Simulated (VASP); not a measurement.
Level of theory: PBE GGA, VASP's PBE PAW potentials (set 64) (plane waves; VASP).

A VASP calculation is set up with these files.

### INCAR
```
! general
SYSTEM =Zn
PREC   =Accurate
ENCUT  =400
LREAL  =F
LASPH  =T

! electronic loop
EDIFF  =1E-6
NELM   =100
ALGO   =Normal
IMIX   =4
AMIX   =1.0
BMIX   =3.0
LMAXMIX=4

! smearing
ISMEAR =1
SIGMA  =0.1

! functional
GGA    =PE

! ions
ISIF   =2

! output
LWAVE  =F
LCHARG =F
```

File POSCAR:
```
Zn
1
    1.3186380000    -2.3046000000     0.0000000000
    1.3186380000     2.3046000000     0.0000000000
    0.0000000000     0.0000000000     5.0577230000
Zn
2
Direct
  0.3333330000   0.6666670000   0.2500000000
  0.6906460000   0.3573120000   0.7500000000
```

File KPOINTS:
```
Automatic mesh
0
Gamma
14 14 7
0 0 0
```

POTCAR, in this order: Zn (PBE.64 set). Program: vasp_std.

The run wrote:

### OSZICAR
```
       N       E                     dE             d eps       ncg     rms          rms(c)
DAV:   1     0.856725600351E+02    0.85673E+02   -0.11047E+04 13040   0.200E+03
DAV:   2    -0.605400110057E-01   -0.85733E+02   -0.84600E+02 13112   0.276E+02
DAV:   3    -0.239846870129E+01   -0.23379E+01   -0.23343E+01 16184   0.566E+01
DAV:   4    -0.240459257841E+01   -0.61239E-02   -0.61236E-02 14808   0.295E+00
DAV:   5    -0.240460221591E+01   -0.96375E-05   -0.96371E-05 16016   0.953E-02    0.395E+00
DAV:   6    -0.224397083444E+01    0.16063E+00   -0.17550E+00 12960   0.296E+01    0.337E+00
DAV:   7    -0.220277980287E+01    0.41191E-01   -0.27676E-01 13320   0.116E+01    0.122E+00
DAV:   8    -0.219817934918E+01    0.46005E-02   -0.71293E-03 17080   0.155E+00    0.118E-01
DAV:   9    -0.219812478265E+01    0.54567E-04   -0.69040E-04 17920   0.355E-01    0.213E-02
DAV:  10    -0.219812450955E+01    0.27310E-06   -0.72289E-05 14976   0.136E-01    0.626E-03
DAV:  11    -0.219812339285E+01    0.11167E-05   -0.41557E-06 14192   0.444E-02    0.116E-03
DAV:  12    -0.219812323897E+01    0.15388E-06   -0.34117E-07  7600   0.101E-02
   1 F= -.21981232E+01 E0= -.21978936E+01  d E =-.688839E-03
```

File OUTCAR:
```
------------------------ aborting loop because EDIFF is reached ----------------------------------------
  FORCE on cell =-STRESS in cart. coord.  units (eV):
  Direction    XX          YY          ZZ          XY          YZ          ZX
  --------------------------------------------------------------------------------------
  Total       -0.0628724     -0.0308988     -0.3038834     -0.0292575      0.0000000      0.0000000
  in kB       -3.2769070     -1.6104469    -15.8384032     -1.5248985      0.0000000      0.0000000
  external PRESSURE =      -6.9085857 kB  Pullay stress =       0.0000000 kB
  volume of cell :       30.74
      direct lattice vectors                 reciprocal lattice vectors
     1.318638000 -2.304600000  0.000000000     0.379179123 -0.216957390  0.000000000
     1.318638000  2.304600000  0.000000000     0.379179123  0.216957390  0.000000000
     0.000000000  0.000000000  5.057723000     0.000000000  0.000000000  0.197717431
 POSITION                                       TOTAL-FORCE (eV/Angst)
 -----------------------------------------------------------------------------------
      1.31864      0.76820      1.26443         0.028164     -0.004643     -0.000000
      1.38188     -0.76820      3.79329        -0.028164      0.004643      0.000000
 -----------------------------------------------------------------------------------
    total drift:                               -0.000312     -0.000000     -0.000002
  FREE ENERGIE OF THE ION-ELECTRON SYSTEM (eV)
  ---------------------------------------------------
  free  energy   TOTEN  =        -2.1981232390 eV

  energy  without entropy=       -2.1974344003  energy(sigma->0) =       -2.19789363
```
(Selected blocks of OUTCAR.)

The compound is Zn in the hcp structure. The cell was not relaxed at this level, atoms are displaced from their ideal sites. The run is one of a series of settings (AMIX = 1.0, BMIX = 3.0, IMIX = 4 against the base run), some of them coarse on purpose.
